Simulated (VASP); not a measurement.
Data:

```
MoTe2
1.0
    1.63734    -2.83595     0.00000
    1.63734     2.83595     0.00000
    0.00000     0.00000    12.53040
Te Mo
4 2
Direct
  0.33333   0.66667   0.89529
  0.66667   0.33333   0.39529
  0.66667   0.33333   0.10471
  0.33333   0.66667   0.60471
  0.33333   0.66667   0.25000
  0.66667   0.33333   0.75000
```

Method: LDA (Ceperley-Alder, Perdew-Zunger), VASP's LDA PAW potentials (set 64) (plane waves; VASP). Settings: 500 eV cut-off, 11×11×3 Γ-centred mesh, first-order Methfessel-Paxton smearing of 0.10 eV, potentials Te Mo_sv.

Energy and stress use the plane-wave basis of the starting cell.

Problem. The ions, cell shape and volume at an external pressure of 30.0 GPa are relaxed. Give the cell that the relaxation ends in.

Solution. 
```
MoTe2
1.0
    1.60206    -2.77485     0.00000
    1.60206     2.77485     0.00000
    0.00000     0.00000    12.37269
Te Mo
4 2
Direct
  0.33333   0.66667   0.89761
  0.66667   0.33333   0.39761
  0.66667   0.33333   0.10239
  0.33333   0.66667   0.60239
  0.33333   0.66667   0.25000
  0.66667   0.33333   0.75000
```
Space group P6_3/mmc (194), at a tolerance of 0.03 Å.

Problem. How do energy and volume change from the first to the last step?

Solution. The energy (σ→0) changes by +164.1 meV/atom and the volume by -5.5 %, in 7 ionic steps.

The compound is MoTe2 in the 2H layered structure. This run relaxes it under an external pressure of 30 GPa. Symmetry was kept, so distortions that lower it aren't found.
